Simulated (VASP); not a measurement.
Shape and ions are relaxed at each volume.

Energy against volume of AlN (wurtzite). Level of theory: RPBE GGA, VASP's PBE PAW potentials (set 64) (plane waves; VASP).

```
V (Å³/atom)  E (eV/atom)
-----------  -----------
10.155          -7.06251
10.479          -7.08186
10.803          -7.08804
11.127          -7.08286
11.451          -7.06788
```

Problem. Fit a third-order Birch-Murnaghan equation of state.

Solution. 
```json
{
 "volume_per_atom": "10.81 Å^3/atom",
 "bulk_modulus": "186 GPa",
 "pressure_derivative_of_the_bulk_modulus": "3.94"
}
```

Measured: bulk modulus 208 GPa (computed value off by -10.4 %), as given by J. Phys. Chem. B 108, 11506, doi 10.1021/jp048396e, abstract (bulk AlN value quoted). The calculation is for a static lattice, while the measured bulk modulus holds thermal and zero-point effects, which are part of the difference.

The compound is AlN in the wurtzite structure. It was relaxed first.
